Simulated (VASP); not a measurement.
Here is the system:

```
PbF2
1.0
    0.00000     3.04571     3.04571
    3.04571     0.00000     3.04571
    3.04571     3.04571     0.00000
Pb F
1 2
Direct
  0.00000   0.00000   0.00000
  0.25000   0.25000   0.25000
  0.75000   0.75000   0.75000
```

Level of theory: RPBE GGA, VASP's PBE PAW potentials (set 64) (plane waves; VASP 6.6.1). Numerical set-up: 520 eV cut-off, Gaussian smearing of 0.050 eV, potentials Pb_d F.

Unless said otherwise, spin-orbit coupling is left out, though it shifts the bands of the heavy elements here.

**Question.** Give the energies of bands 8 to 17 at the high-symmetry points, in eV from the valence-band maximum.

**Answer.** 
```
band      Γ      X      U      L      W
----  -----  -----  -----  -----  -----
8     -4.62  -5.94  -5.88  -5.56  -5.90
9     -1.97  -2.88  -2.83  -2.40  -3.03
10    -1.97  -2.88  -2.68  -2.12  -2.12
11    -1.97  -1.15  -1.58  -2.12  -2.12
12    -1.50  -1.15  -1.28  -1.67  -1.18
13    -1.50  -1.13  -1.14  -1.67  -1.09
14    -1.50  -0.15  -0.04   0.00  -0.02
15     6.75   4.53   5.34   5.14   6.01
16     6.75   7.66   6.63   7.46   6.01
17     6.75   7.66   7.65   7.46   7.42
```

The gap is indirect, 4.53 eV, from the valence maximum at L to the conduction minimum at X.

The compound is PbF2 in the fluorite structure, the β form. It was relaxed first, which changed the volume by +8 %.
